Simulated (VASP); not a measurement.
Calculation: PBEsol GGA, VASP's PBE PAW potentials (set 64) (plane waves; VASP).

The input files of a VASP run:

**INCAR**
```
# general
SYSTEM = NaF
PREC   = Accurate
ENCUT  = 400
LREAL  = F
LASPH  = T

# electronic loop
EDIFF  = 1E-6
NELM   = 100
ALGO   = Normal

# smearing
ISMEAR = 0
SIGMA  = 0.01

# functional
GGA    = PS

# ions
ISIF   = 2

# output
LWAVE  = F
LCHARG = F
```

KPOINTS:
```
Automatic mesh
0
Gamma
6 6 6
0 0 0
```

### POSCAR
```
NaF
1
    0.0000000000     2.2858950000     2.2858950000
    2.2858950000     0.0000000000     2.2858950000
    2.2858950000     2.2858950000     0.0000000000
Na F
1 1
Direct
  0.0000000000   0.0000000000   0.0000000000
  0.5000000000   0.5000000000   0.5000000000
```

POTCAR, in this order: Na_pv F (PBE.64 set). Program: vasp_std.

Output

### OUTCAR
```
 ion  position               nearest neighbor table
   1  0.000  0.000  0.000-   2 2.29   2 2.29   2 2.29   2 2.29   2 2.29   2 2.29
   2  0.500  0.500  0.500-   1 2.29   1 2.29   1 2.29   1 2.29   1 2.29   1 2.29
  LATTYP: Found a face centered cubic cell.
 ALAT       =     4.5717900000
 Subroutine PRICEL returns:
 Original cell was already a primitive cell.
 Subroutine GETGRP returns: Found 48 space group operations
The static configuration has the point symmetry O_h .
The dynamic configuration has the point symmetry O_h .
 Subroutine INISYM returns: Found 48 space group operations
 Subroutine IBZKPT returns following result:
 Found     16 irreducible k-points:

 Following reciprocal coordinates:
            Coordinates               Weight
  0.000000  0.000000  0.000000      1.000000
  0.166667  0.000000  0.000000      8.000000
  0.333333  0.000000  0.000000      8.000000
  0.500000  0.000000  0.000000      4.000000
  0.166667  0.166667  0.000000      6.000000
  0.333333  0.166667  0.000000     24.000000
  0.500000  0.166667  0.000000     24.000000
 -0.333333  0.166667  0.000000     24.000000
 -0.166667  0.166667  0.000000     12.000000
  0.333333  0.333333  0.000000      6.000000
  0.500000  0.333333  0.000000     24.000000
 -0.333333  0.333333  0.000000     12.000000
  0.500000  0.500000  0.000000      3.000000
  0.500000  0.333333  0.166667     24.000000
 -0.333333  0.333333  0.166667     24.000000
 -0.333333  0.500000  0.166667     12.000000
   k-points           NKPTS =     16   k-points in BZ     NKDIM =     16   number of bands    NBANDS=     11
   number of dos      NEDOS =    301   number of ions     NIONS =      2
   total plane-waves  NPLWV =  13824
   dimension x,y,z NGX =    24 NGY =   24 NGZ =   24
   dimension x,y,z NGXF=    48 NGYF=   48 NGZF=   48
   ions per type =               1   1
   PREC   = accura    normal or accurate (medium, high low for compatibility)
   ISTART =      0    job   : 0-new  1-cont  2-samecut
   ICHARG =      2    charge: 1-file 2-atom 10-const
   ISPIN  =      1    spin polarized calculation?
   LNONCOLLINEAR =      F non collinear calculations
   LSORBIT =      F    spin-orbit coupling
   INIWAV =      1    electr: 0-lowe 1-rand  2-diag
   ENCUT  =  400.0 eV  29.40 Ry    5.42 a.u.   5.27  5.27  5.27*2*pi/ulx,y,z
   NELM   =    100;   NELMIN=  2; NELMDL= -5     # of ELM steps
   EDIFF  = 0.1E-05   stopping-criterion for ELM
   LREAL  =      F    real-space projection
   NLSPLINE    = F    spline interpolate recip. space projectors
   LMAXMIX     =    2 max onsite mixed and CHGCAR
   VOSKOWN=      0    Vosko Wilk Nusair interpolation
   EDIFFG = 0.1E-04   stopping-criterion for IOM
   NSW    =      0    number of steps for IOM
   NBLOCK =      1;   KBLOCK =      1    inner block; outer block
   IBRION =     -1    ionic relax: 0-MD 1-quasi-New 2-CG
   NFREE  =      0    steps in history (QN), initial steepest desc. (CG)
   ISIF   =      2    stress and relaxation
   ISYM   =      2    0-nonsym 1-usesym 2-fastsym
   TEIN   =    0.0    initial temperature
   TEBEG  =    0.0;   TEEND  =   0.0 temperature during run
   SMASS  =  -3.00    Nose mass-parameter (am)
   PSTRESS=    0.0 pullay stress
   NELECT =      14.0000    total number of electrons
   EFERMI =   0.00;   METHOD = LEGACY
   ISMEAR =     0;   SIGMA  =   0.01  broadening in eV -4-tet -1-fermi 0-gaus
   IALGO  =     38    algorithm
   LDIAG  =      T    sub-space diagonalisation (order eigenvalues)
   IMIX   =      4    mixing-type and parameters
     AMIX     =   0.40;   BMIX     =  1.00
     AMIX_MAG =   1.60;   BMIX_MAG =  1.00
     AMIN     =   0.10
   GGA     = PS    functional components
   VOSKOWN =     0    Vosko Wilk Nusair interpolation
   LHFCALC =     F    Hartree Fock is set to
...
```

### OSZICAR
```
       N       E                     dE             d eps       ncg     rms          rms(c)
DAV:   1     0.823186944436E+02    0.82319E+02   -0.73230E+03   375   0.133E+03
DAV:   2    -0.535770887351E+01   -0.87676E+02   -0.81846E+02   375   0.313E+02
DAV:   3    -0.947217422667E+01   -0.41145E+01   -0.41046E+01   400   0.679E+01
DAV:   4    -0.950737625036E+01   -0.35202E-01   -0.35197E-01   391   0.687E+00
DAV:   5    -0.950775308433E+01   -0.37683E-03   -0.37683E-03   397   0.725E-01    0.468E+00
DAV:   6    -0.879804710225E+01    0.70971E+00   -0.28402E+00   435   0.177E+01    0.183E+00
DAV:   7    -0.878170011939E+01    0.16347E-01   -0.24882E-02   367   0.267E+00    0.105E+00
DAV:   8    -0.877858347890E+01    0.31166E-02   -0.23176E-02   367   0.402E+00    0.109E-01
DAV:   9    -0.877922303014E+01   -0.63955E-03   -0.35353E-03   382   0.678E-01    0.716E-02
DAV:  10    -0.877914165242E+01    0.81378E-04   -0.47611E-04   385   0.321E-01    0.749E-03
DAV:  11    -0.877914430277E+01   -0.26503E-05   -0.20502E-05   391   0.130E-01    0.424E-03
DAV:  12    -0.877914443267E+01   -0.12990E-06   -0.26921E-06   357   0.320E-02
   1 F= -.87791444E+01 E0= -.87791444E+01  d E =-.375927E-79
```

OUTCAR:
```
------------------------ aborting loop because EDIFF is reached ----------------------------------------
  FORCE on cell =-STRESS in cart. coord.  units (eV):
  Direction    XX          YY          ZZ          XY          YZ          ZX
  --------------------------------------------------------------------------------------
  Total       -0.8676584     -0.8676584     -0.8676584      0.0000000      0.0000000      0.0000000
  in kB      -58.1916283    -58.1916283    -58.1916283      0.0000000      0.0000000      0.0000000
  external PRESSURE =     -58.1916283 kB  Pullay stress =       0.0000000 kB
  volume of cell :       23.89
      direct lattice vectors                 reciprocal lattice vectors
     0.000000000  2.285895000  2.285895000    -0.218732706  0.218732706  0.218732706
     2.285895000  0.000000000  2.285895000     0.218732706 -0.218732706  0.218732706
     2.285895000  2.285895000  0.000000000     0.218732706  0.218732706 -0.218732706
  FREE ENERGIE OF THE ION-ELECTRON SYSTEM (eV)
  ---------------------------------------------------
  free  energy   TOTEN  =        -8.7791444327 eV

  energy  without entropy=       -8.7791444327  energy(sigma->0) =       -8.77914443
```
(Selected blocks of OUTCAR.)

At this cut-off the stress carries a Pulay error, which pulls relaxed volumes low.

The structure comes from a computed database's NaF entry; how it stands against other phases isn't given here. The cell was not relaxed at this level. The run is one of a series of settings (KPOINTS 6×6×6 Γ-centred mesh against the base run), some of them coarse on purpose.
